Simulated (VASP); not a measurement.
Input:

```xyz
3
Lattice="3.8184 -2.1543 0.0028 3.8184 2.1543 0.0028 -0.0893 0.0000 5.9646" Properties=species:S:1:pos:R:3 pbc="T T T"
Te     5.2098     0.0000     3.9510
Te     2.3376     0.0000     2.0192
Te     0.0000     0.0000     0.0000
```

Method: r2SCAN meta-GGA, VASP's PBE PAW potentials (set 64) (plane waves; VASP). Run with 400 eV cut-off, 9×9×6 Γ-centred mesh, tetrahedra with Blöchl corrections, potentials Te.

**Question.** Give the energies of bands 4 to 12 at the high-symmetry points, in eV from the Fermi level.

**Answer.** 
| band | Γ | C | Y2 | M2 | D | A | V2 |
|---|---|---|---|---|---|---|---|
| 4 | -2.95 | -4.56 | -5.20 | -6.26 | -5.79 | -4.05 | -5.11 |
| 5 | -2.95 | -4.37 | -4.46 | -3.56 | -5.53 | -2.97 | -4.72 |
| 6 | -2.32 | -3.86 | -4.29 | -3.38 | -5.50 | -2.88 | -4.40 |
| 7 | -2.10 | -3.81 | -4.27 | -3.30 | -0.51 | -1.34 | -4.05 |
| 8 | -1.81 | -3.44 | -0.46 | -2.83 | -0.27 | -0.96 | -0.72 |
| 9 | -1.65 | -3.21 | -0.09 | -0.10 | 0.20 | -0.39 | -0.69 |
| 10 | 0.98 | 3.00 | -0.02 | 0.33 | 0.26 | -0.21 | 0.31 |
| 11 | 0.99 | 3.02 | 0.28 | 2.40 | 0.38 | -0.07 | 0.41 |
| 12 | 1.61 | 3.23 | 2.71 | 2.57 | 0.83 | 0.27 | 2.68 |

It has no gap at this level: it comes out as a metal or semimetal.

The structure comes from a computed database's Te entry (C2/m); how it stands against other phases isn't given here. It was relaxed first.
